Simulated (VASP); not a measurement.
**Sr: energy against strain**

Sr (fcc, Fm-3m, 51.592 Å³/atom and stress up to 0.04 GPa in the relaxed cell, cube axes along x, y and z) under an equal strain ε along x and y, with z held. PBEsol in VASP (plane waves, PAW), 480 eV, 12×12×12 Γ-centred mesh, Gaussian smearing 0.05 eV. Against the start cell, which lies near the measured one, the relaxed cell differs by -8.2 % in volume; the values below rest on it.

Here s stands for strain and y for E less E0.

| strain (%) | E less E0 (meV/atom) |
|---|---|
| -1.50 | 2.48 |
| -1.00 | 1.19 |
| -0.50 | 0.37 |
| 0.00 | 0.00 |
| 0.50 | 0.07 |
| 1.00 | 0.56 |
| 1.50 | 1.47 |
| 3.00 | ? |

The 7 complete rows are fitted with a parabola, y against s. Least squares gives y = 0.000 - 0.3279·s + 0.8776·s². Residuals (row less fit): 0.014, -0.016, -0.013, 0.000, 0.015, 0.010, -0.013; standard error 0.016 (degrees of freedom: 4). Twice the quadratic coefficient over the volume, 2 × 0.8776 meV × 10⁴ × 0.1602 / 51.592 Å³, is the elastic constants 2(C11 + C12) = about 55 GPa.

Q: Predict the withheld y at s = 3.00 from the fit, and compare with the calculation.

A: y = 0.000 - 0.3279 × 3.0 + 0.8776 × 3.0² = 6.915 meV/atom. The calculation gives 6.57 meV/atom, 0.345 meV/atom below the prediction (5.3 % of the range of y in the table). The row lies outside the fitted rows, so this is an extrapolation. From the scatter of the fitted rows alone, a prediction at this place has a standard error of 0.063 meV/atom, so the miss is 5.5 times that.

A polynomial of degree 3 through the 12 other runs of the series gives 6.54 there, so most of the miss is curvature that the fit leaves out. In a metal these values are sensitive to mesh and smearing; energies are taken to zero smearing, stresses follow the free energy. Rows are the converged runs of the series near zero and its far end, less any whose ions stayed unrelaxed beside relaxed ones; series whose fitted rows scatter by over a few per cent of the range, as at a crossing or softening among them, aren't shown in this form. Most that stay on the fit to the last digits aren't either.
